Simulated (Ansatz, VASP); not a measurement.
## KCa in VASP and in Ansatz

```
CELL_PARAMETERS angstrom
2.05341 1.18554 7.29732
-2.05341 1.18554 7.29732
0.00000 -2.37107 7.29732
ATOMIC_POSITIONS crystal
K 0.00000 0.00000 0.00000
Ca 0.50000 0.50000 0.50000
```

Alike in both runs: functional PBE; k mesh 6 × 6 × 6; occupations gaussian, width 0.1 eV; no spin polarisation.

Ansatz relaxed the structure, and its values are those at the end. VASP's run is a single point on that final structure, the one shown.

|  | VASP | Ansatz |
| --- | --- | --- |
| version | VASP 6.6.1 | Ansatz 0.2.0 |
| potentials or method | VASP PAW PBE potentials, release 64 (K_sv, Ca_sv) | scalar-relativistic, plane waves, PAW |
| plane-wave cutoff (eV) | 520 | 420 |
| valence electrons in the cell | 19 | 19 |

```tsv
	VASP	Ansatz	Ansatz less VASP
gap on the k mesh at the Fermi level (eV)	none	none	-
pressure (GPa)	0.0	0.0	0.00
```

A gap of «none» marks a metal or a gap that the smearing closes. The functional is the same, so the differences come from potentials, cutoffs and numerics.
